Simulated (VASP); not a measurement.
# A VASP study of BaZrO3 (r2SCAN): structure first, properties next, part 2 of 5

How well does r2SCAN reproduce what experiment finds for BaZrO3? The cell is relaxed first, and properties follow on it. Left out of this account: at least 1 further run (optics: it repeats an earlier run and gave the same numbers). The start is a cell from a database of measured crystal structures.

VASP 6.6.1; r2SCAN; plane waves and PAW (Ba_sv, Zr_sv, O).

So far, gap on the k-mesh (eV): step 2 (relaxing cell and atoms (r2SCAN)) 3.66. The relaxed cell has a = 4.214 Å (conventional setting).

## (3) Second relaxation

The basis stayed that of the start cell while the cell moved. A rerun from the cell reached resets it; the error of the finite cutoff stays.

INCAR

```
SYSTEM = BaZrO3
PREC = Accurate
ENCUT = 520
EDIFF = 1E-06
NELM = 100
ISMEAR = 0
SIGMA = 0.05
LREAL = .FALSE.
ALGO = Normal
METAGGA = R2SCAN
LASPH = .TRUE.
NBANDS = 26
LORBIT = 11
LWAVE = .FALSE.
LCHARG = .FALSE.
KPAR = 4
IBRION = 2
NSW = 60
ISIF = 3
EDIFFG = -0.01
```

POSCAR

```
BaZrO3
1.0
    4.2138674132      0.0000000000      0.0000000000
    0.0000000000      4.2138674132      0.0000000000
    0.0000000000      0.0000000000      4.2138674132
Ba Zr O
1 1 3
Direct
    0.0000000000      0.0000000000      0.0000000000
    0.5000000000      0.5000000000      0.5000000000
    0.0000000000      0.5000000000      0.5000000000
    0.5000000000      0.0000000000      0.5000000000
    0.5000000000      0.5000000000      0.0000000000
```

KPOINTS

```
Automatic mesh
0
Gamma
6 6 6
0 0 0
```

Potentials, in the order of the species: Ba_sv, Zr_sv and O (PBE family, release 64).

Command:

```console
$ mpirun -np 4 vasp_std
```

Output:

```text
[banner, memory and clock lines left out]
running    4 mpi-ranks, on    1 nodes
 distrk:  each k-point on    1 cores,    4 groups
 distr:  one band on    1 cores,    1 groups

 POSCAR found type information on POSCAR BaZrO
 POSCAR found :  3 types and       5 ions
 [... a notice as in an earlier step ...]

 LDA part: xc-table for (None), standard interpolation
 POSCAR, INCAR and KPOINTS ok, starting setup
 FFT: planning ... GRIDC
 FFT: planning ... GRID_SOFT
 FFT: planning ... GRID
 WAVECAR not read
 entering main loop
       N       E                     dE             d eps       ncg     rms          rms(c)
DAV:   1     0.271420971096E+03    0.27142E+03   -0.22497E+04  1040   0.154E+03
DAV:   2    -0.842243178345E+02   -0.35565E+03   -0.34803E+03  1296   0.381E+02
DAV:   3    -0.106623396589E+03   -0.22399E+02   -0.22334E+02  1754   0.894E+01
DAV:   4    -0.107235443338E+03   -0.61205E+00   -0.61096E+00  1450   0.117E+01
DAV:   5    -0.107247348579E+03   -0.11905E-01   -0.11904E-01  1558   0.128E+00    0.288E+01
DAV:   6    -0.846929162077E+02    0.22554E+02   -0.25310E+01  1348   0.376E+01    0.100E+01
DAV:   7    -0.850624963789E+02   -0.36958E+00   -0.19699E+00  1408   0.869E+00    0.536E+00
DAV:   8    -0.851734711896E+02   -0.11097E+00   -0.10056E+00  1134   0.645E+00    0.188E+00
DAV:   9    -0.851052234931E+02    0.68248E-01   -0.31985E-01  1170   0.309E+00    0.376E-01
DAV:  10    -0.851072009915E+02   -0.19775E-02   -0.11230E-02  1396   0.733E-01    0.229E-01
DAV:  11    -0.851078248919E+02   -0.62390E-03   -0.11201E-02  1202   0.596E-01    0.177E-01
DAV:  12    -0.851074357095E+02    0.38918E-03   -0.14116E-03  1192   0.226E-01    0.482E-02
DAV:  13    -0.851074095136E+02    0.26196E-04   -0.16755E-04  1314   0.704E-02    0.889E-03
DAV:  14    -0.851074104417E+02   -0.92806E-06   -0.86823E-06  1446   0.186E-02
   1 F= -.85107410E+02 E0= -.85107410E+02  d E =-.851074E+02
 curvature:   0.00 expect dE= 0.000E+00 dE for cont linesearch  0.000E+00
 trial: gam= 0.00000 g(F)=  0.000E+00 g(S)=  0.863E-06 ort = 0.000E+00 (trialstep = 0.100E+01)
 search vector abs. value=  0.863E-06
 reached required accuracy - stopping structural energy minimisation
```

The job ended after 14 s (4 MPI ranks of Intel Xeon 6975P-C (Granite Rapids), shared host; peak memory 0.8 GiB).

From OUTCAR (step 3):

```text
  LATTYP: Found a simple cubic cell.
 ALAT       =     4.2138674132

The static configuration has the point symmetry O_h .

 Found     20 irreducible k-points:

   ENCUT  =  520.0 eV  38.22 Ry    6.18 a.u.   7.84  7.84  7.84*2*pi/ulx,y,z

   NELECT =      40.0000    total number of electrons

 E-fermi :   3.6381

 k-point     1 :       0.0000    0.0000    0.0000
  band No.  band energies     occupation
    ...
     16       2.3810      2.00000
     17       2.3810      2.00000
     18       3.1096      2.00000
     19       3.1096      2.00000
     20       3.1096      2.00000
     21       7.0343      0.00000
     22       7.0343      0.00000
     23       7.0343      0.00000
     24       8.5169      0.00000
     25       8.5169      0.00000
    ...

 k-point     2 :       0.1667    0.0000    0.0000
  band No.  band energies     occupation
    ...
     16       2.1532      2.00000
     17       2.1968      2.00000
     18       2.4919      2.00000
     19       3.0218      2.00000
     20       3.0218      2.00000
     21       7.1274      0.00000
     22       7.6184      0.00000
     23       7.6184      0.00000
     24       8.9397      0.00000
     25       8.9705      0.00000
    ...

  Total        0.0054614      0.0054614      0.0054614      0.0000000      0.0000000     -0.0000000
  in kB        0.1169429      0.1169429      0.1169429      0.0000000      0.0000000     -0.0000000
  external PRESSURE =       0.1169429 kB  Pullay stress =       0.0000000 kB

  energy-cutoff  :      520.00
  volume of cell :       74.82
      direct lattice vectors                 reciprocal lattice vectors
     4.213867413  0.000000000  0.000000000     0.237311691  0.000000000  0.000000000
     0.000000000  4.213867413  0.000000000     0.000000000  0.237311691  0.000000000
     0.000000000  0.000000000  4.213867413     0.000000000  0.000000000  0.237311691

 POSITION                                       TOTAL-FORCE (eV/Angst)
 -----------------------------------------------------------------------------------
      0.00000      0.00000      0.00000         0.000000      0.000000      0.000000
      2.10693      2.10693      2.10693         0.000000      0.000000      0.000000
      0.00000      2.10693      2.10693         0.000000      0.000000      0.000000
      2.10693      0.00000      2.10693         0.000000      0.000000      0.000000
      2.10693      2.10693      0.00000         0.000000      0.000000      0.000000
 -----------------------------------------------------------------------------------
    total drift:                                0.000000     -0.000000     -0.000000

  FREE ENERGIE OF THE ION-ELECTRON SYSTEM (eV)
  ---------------------------------------------------
  free  energy   TOTEN  =       -85.1074104417 eV

  energy  without entropy=      -85.1074104417  energy(sigma->0) =      -85.10741044

 total charge
# of ion       s       p       d       tot
------------------------------------------
    1        2.010   5.646   0.240   7.897
    2        2.188   6.080   1.340   9.607
    3        1.564   3.509   0.000   5.073
    4        1.564   3.509   0.000   5.073
    5        1.564   3.509   0.000   5.073
--------------------------------------------------
tot          8.891  22.253   1.580  32.723

[... 5 parts as in an earlier step ...]

[... 6 further parts left out ...]
```

CONTCAR:

```
BaZrO3
   1.00000000000000
     4.2138674132000000    0.0000000000000000    0.0000000000000000
     0.0000000000000000    4.2138674132000000    0.0000000000000000
     0.0000000000000000    0.0000000000000000    4.2138674132000000
  Ba              Zr              O
     1     1     3
Direct
     0.0000000000000000    0.0000000000000000    0.0000000000000000
     0.5000000000000000    0.5000000000000000    0.5000000000000000
     0.0000000000000000    0.5000000000000000    0.5000000000000000
     0.5000000000000000    0.0000000000000000    0.5000000000000000
     0.5000000000000000    0.5000000000000000    0.0000000000000000
```

Little changed from the start: no atom moved by 0.005 Å and no cell edge by 0.1 %.

This step gave:

| Item | Value |
| --- | --- |
| free energy (TOTEN) | -85.1074 eV |
| pressure | 0.01169 GPa |
| SCF cycles over all ionic steps | 14 |

It ends with forces that vanish by symmetry and a pressure of 0.01 GPa. The volume moved by under 0.01 %: the run met its threshold at the first step.

## (4) Single point with fields (r2SCAN)

The relaxed cell gets a fresh self-consistent run, on a basis set for its own volume, to fix the density and to check the remaining stress.

INCAR: that of step 3 with these lines changed.

```diff
@@ -14,7 +14,5 @@
 LWAVE = .FALSE.
-LCHARG = .FALSE.
-KPAR = 4
-IBRION = 2
-NSW = 60
-ISIF = 3
-EDIFFG = -0.01
+LCHARG = .TRUE.
+ISIF = 2
+LELF = .TRUE.
+LVHAR = .TRUE.
```

POSCAR is that of step 3.

KPOINTS is that of step 3.

Command:

```console
$ mpirun -np 4 vasp_std
```

Output:

```text
[banner, memory and clock lines left out]
running    4 mpi-ranks, on    1 nodes
 distrk:  each k-point on    4 cores,    1 groups
 distr:  one band on    1 cores,    4 groups

 POSCAR found type information on POSCAR BaZrO
 POSCAR found :  3 types and       5 ions
 [... a notice as in an earlier step ...]

 LDA part: xc-table for (None), standard interpolation
|                                                                             |
|           W    W    AA    RRRRR   N    N  II  N    N   GGGG   !!!           |
|           W    W   A  A   R    R  NN   N  II  NN   N  G    G  !!!           |
|           W    W  A    A  R    R  N N  N  II  N N  N  G       !!!           |
|           W WW W  AAAAAA  RRRRR   N  N N  II  N  N N  G  GGG   !            |
|           WW  WW  A    A  R   R   N   NN  II  N   NN  G    G                |
|           W    W  A    A  R    R  N    N  II  N    N   GGGG   !!!           |
|                                                                             |
|     The number of bands has been changed from the values supplied in        |
|     The orbitals not found in the WAVECAR file will be initialized with     |
|     random numbers, which is usually adequate. For correlated               |
|     calculations, however, you should redo the groundstate calculation.     |
|     I found NBANDS = 26. Now, NBANDS = 28.                                  |
|                                                                             |

 POSCAR, INCAR and KPOINTS ok, starting setup
 FFT: planning ... GRIDC
 FFT: planning ... GRID_SOFT
 FFT: planning ... GRID
 WAVECAR not read
 entering main loop
       N       E                     dE             d eps       ncg     rms          rms(c)
DAV:   1     0.251963981585E+03    0.25196E+03   -0.22379E+04  1120   0.144E+03
DAV:   2    -0.860722660096E+02   -0.33804E+03   -0.32733E+03  1388   0.357E+02
DAV:   3    -0.106624879509E+03   -0.20553E+02   -0.20477E+02  1856   0.802E+01
DAV:   4    -0.107237411139E+03   -0.61253E+00   -0.61121E+00  1580   0.107E+01
DAV:   5    -0.107247382393E+03   -0.99713E-02   -0.99701E-02  1580   0.118E+00    0.288E+01
DAV:   6    -0.847072065759E+02    0.22540E+02   -0.23437E+01  1460   0.349E+01    0.100E+01
DAV:   7    -0.850601266592E+02   -0.35292E+00   -0.17758E+00  1432   0.803E+00    0.531E+00
DAV:   8    -0.851665239117E+02   -0.10640E+00   -0.84809E-01  1188   0.580E+00    0.178E+00
DAV:   9    -0.851050651625E+02    0.61459E-01   -0.27222E-01  1248   0.275E+00    0.367E-01
DAV:  10    -0.851069218622E+02   -0.18567E-02   -0.10482E-02  1452   0.659E-01    0.191E-01
DAV:  11    -0.851077423584E+02   -0.82050E-03   -0.67275E-03  1312   0.460E-01    0.152E-01
DAV:  12    -0.851074247175E+02    0.31764E-03   -0.10267E-03  1252   0.180E-01    0.442E-02
DAV:  13    -0.851074097383E+02    0.14979E-04   -0.11566E-04  1440   0.610E-02    0.615E-03
DAV:  14    -0.851074104176E+02   -0.67923E-06   -0.59807E-06  1504   0.147E-02
   1 F= -.85107410E+02 E0= -.85107410E+02  d E =-.197296E-17
```

The job ended after 14 s (4 MPI ranks; peak memory 0.55 GiB).

Parts of OUTCAR (step 4):

```text
The static configuration has the point symmetry O_h .

 Found     20 irreducible k-points:

   k-points           NKPTS =     20   k-points in BZ     NKDIM =     20   number of bands    NBANDS=     28

   NELECT =      40.0000    total number of electrons

 E-fermi :   3.6580

 k-point     1 :       0.0000    0.0000    0.0000
  band No.  band energies     occupation
    ...
     16       2.3811      2.00000
     17       2.3811      2.00000
     18       3.1097      2.00000
     19       3.1097      2.00000
     20       3.1097      2.00000
     21       7.0344      0.00000
     22       7.0344      0.00000
     23       7.0344      0.00000
     24       8.5169      0.00000
     25       8.5169      0.00000
    ...

 k-point     2 :       0.1667    0.0000    0.0000
  band No.  band energies     occupation
    ...
     16       2.1532      2.00000
     17       2.1969      2.00000
     18       2.4920      2.00000
     19       3.0219      2.00000
     20       3.0219      2.00000
     21       7.1275      0.00000
     22       7.6185      0.00000
     23       7.6185      0.00000
     24       8.9397      0.00000
     25       8.9705      0.00000
    ...

  Total        0.0034613      0.0034613      0.0034613     -0.0000000      0.0000000     -0.0000000
  in kB        0.0741156      0.0741156      0.0741156     -0.0000000      0.0000000     -0.0000000
  external PRESSURE =       0.0741156 kB  Pullay stress =       0.0000000 kB

  FREE ENERGIE OF THE ION-ELECTRON SYSTEM (eV)
  ---------------------------------------------------
  free  energy   TOTEN  =       -85.1074104176 eV

  energy  without entropy=      -85.1074104176  energy(sigma->0) =      -85.10741042

[... 9 parts as in an earlier step ...]

[... 5 further parts left out ...]
```

Numbers from this step:

* SCF cycles: 14
* bands: 28
* Fermi energy: 3.658 eV
* pressure: 0.007412 GPa

Valence electrons inside each PAW sphere by angular momentum. Sphere charges, by row:

```tsv
atom	s (e)	p (e)	d (e)	tot (e)
Ba1	2.01	5.646	0.24	7.897
Zr2	2.188	6.08	1.34	9.607
O3	1.564	3.509	0	5.073
O4	1.564	3.509	0	5.073
O5	1.564	3.509	0	5.073
```

ELF in the ac plane at fractional y = 0.500, with atoms of Zr and O within 0.2 Å of it. It is the smooth field of the valence electrons, not physical close to the nuclei.

Ten even steps from '0' (0.01) to '9' (0.81), each cell a mean:
```
00048987997300
00026999985100
32102456541013
87410233310157
99721688841489
89934999983599
58945998983697
79935999983598
99822899962499
98510255410268
54101234321024
10015899974100
00048998997200
00159975898300
```
Columns run along a (4.2 Å), rows up along c (4.2 Å). Atoms in or near the plane, at fractional coordinates: Zr at (0.50, 0.50), O at (0.00, 0.50), O at (0.50, 0.00).

Electrostatic potential energy in the ac plane at fractional y = 0.500, with atoms of Zr and O within 0.2 Å of it. With pseudopotentials it is smooth inside the atoms' cores, unlike the true potential.

Ten even steps from '_' (-64 eV) to '@' (5 eV), each cell a mean:
```
@@@@@@@@@@**::::--%%@@@@@@@@
@@@@@@@@@@%%**++##@@@@@@@@@@
@@@@@@@@@@@@%%%%@@@@@@@@@@@@
@@@@@@@@@@##****##%%@@@@@@@@
%%@@@@@@##==::::--++%%@@@@%%
::==%%%%++::______--##@@##--
::::##%%==..______::**%%++::
::--%%%%++..______::**%%**::
++##@@%%**--....::==##@@%%**
@@@@@@@@%%**++==++##@@@@@@@@
@@@@@@@@@@%%%%%%%%@@@@@@@@@@
@@@@@@@@@@@@%%##%%@@@@@@@@@@
@@@@@@@@@@##--::==@@@@@@@@@@
@@@@@@@@@@++::::::%%@@@@@@@@
```
Columns run along a (4.2 Å; values clipped at the 3rd and 97th percentile), rows up along c (4.2 Å). Atoms in or near the plane, at fractional coordinates: Zr at (0.50, 0.50), O at (0.00, 0.50), O at (0.50, 0.00).

Valence density in the ac plane at fractional y = 0.500, with atoms of Zr and O within 0.2 Å of it. It is the smooth field of the valence electrons, not physical close to the nuclei.

Ten even steps from '_' (0.0 e/Å³) to '@' (7.4 e/Å³), each cell a mean:
```
__________::**%%++..________
__________..::--::__________
______________..____________
______________..____________
....______..::--::________..
**==..__..--++**==::____::++
@@**::__..==**##**--....--%%
%%++..__..--****++::____::**
--::______::--==--..____..::
____________......__________
____________________________
____________..::..__________
__________::++**==..________
__________--%%@@**..________
```
Columns run along a (4.2 Å), rows up along c (4.2 Å). Atoms in or near the plane, at fractional coordinates: Zr at (0.50, 0.50), O at (0.00, 0.50), O at (0.50, 0.00).

In this run the pressure is 0.01 GPa, small enough to go on; single stress components reach 0.01 GPa.

(Continued in part 3 of 5.)

[Lines on the potential files, build, host, timing and source positions are cut from VASP's logs without a mark.]

[Logs are printed without paths, hosts, clocks, repeated set-up lines and the standing remarks that a program may print on its own settings, such as how far it seeks lower states.]

[Hosts, paths, dates, database ids (printed as entryN), source tags and the programs' standing remarks are cut or masked in the printed files.]

[A measured line is paired with the nearest computed mode of its activity, which favours agreement.]

[In band tables of VASP the shares of atoms and orbitals are scaled to a sum of 1 inside the atoms' spheres.]
